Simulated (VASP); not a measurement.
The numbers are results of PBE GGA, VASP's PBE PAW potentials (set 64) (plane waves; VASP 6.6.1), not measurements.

A VASP calculation is set up with these files.

**INCAR**
```
LASPH=.TRUE.
LREAL=.FALSE.   ! projection in real space or not
ISIF=3
ISMEAR=0   ! Gaussian
NELM=100
ENCUT=480
PREC=Accurate
EDIFFG=-0.01   ! ionic stop
ALGO=Normal   ! blocked Davidson
SIGMA=0.05   ! width (eV)
NSW=60   ! most ionic steps
GGA=PE   ! PBE
LMAXMIX=4   ! l cut-off of mixed one-centre charges
EDIFF=1E-6
LCHARG=.FALSE.
LWAVE=.FALSE.
IBRION=2
SYSTEM=ZnSe
```

POSCAR:
```
ZnSe
1
    0.0000000000     2.8706332983     2.8706332983
    2.8706332983     0.0000000000     2.8706332983
    2.8706332983     2.8706332983    -0.0000000000
Zn Se
1 1
Direct
  0.0000000000   1.0000000000   0.0000000000
  0.2500000000   0.2500000000   0.2500000000
```

### KPOINTS
```
K-points
0
gamma
 7 7 7
0 0 0
```

POTCAR, in this order: Zn Se (PBE.64 set). Program: vasp_std.

Problem. What will the output report for the number of irreducible k-points (NKPTS), largest plane-wave count, number of space-group operations, FFT grid (NGX, NGY, NGZ)?

Solution. 
The number of irreducible k-points (NKPTS) comes out as 20. The largest plane-wave count is 1143, the number of space-group operations is 24 and the FFT grid (NGX, NGY, NGZ) comes out as 30 × 30 × 30.

The compound is ZnSe in the zinc blende structure. It was relaxed first. The start is the result of an earlier pass.
